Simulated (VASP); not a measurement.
Input:

```
CELL_PARAMETERS angstrom
      3.82500     0.00000     0.00000
      0.00000     3.82500     0.00000
      0.00000     0.00000     3.82500
ATOMIC_POSITIONS crystal
  Cu 0.00000 0.50000 0.50000
  Cu 0.50000 0.00000 0.50000
  Cu 0.50000 0.50000 0.00000
  Au 0.00000 0.00000 0.00000
```

Level of theory: PBE GGA + U (Dudarev), VASP's PBE PAW potentials (set 64) (plane waves; VASP). Run with 400 eV cut-off, 7×7×7 Γ-centred mesh, first-order Methfessel-Paxton smearing of 0.10 eV, potentials Cu Au, U − J: Cu 3.00 eV.

Unless said otherwise, spin-orbit coupling is left out, though it shifts the bands of the heavy elements here.

Problem. Predict the energy per atom (σ→0), pressure, band gap (on the k-mesh) with the smallest direct gap where there is one.

Solution. 
| Property | Value |
|---|---|
| band gap (on the k-mesh) | none (metal, semimetal or under 0.01 eV) |
| energy per atom (σ→0) | -2.877 eV/atom |
| pressure | -52.6 kbar |

The absolute energy has meaning only against runs of the same code, potentials and settings.

The compound is Cu3Au in the L1_2 structure. The cell was not relaxed at this level. The run is one of a series of settings (LDAU = .TRUE., LDAUJ = 0 0, LDAUL = 2 -1, LDAUTYPE = 2, LDAUU = 3.0 0 against the base run), some of them coarse on purpose.
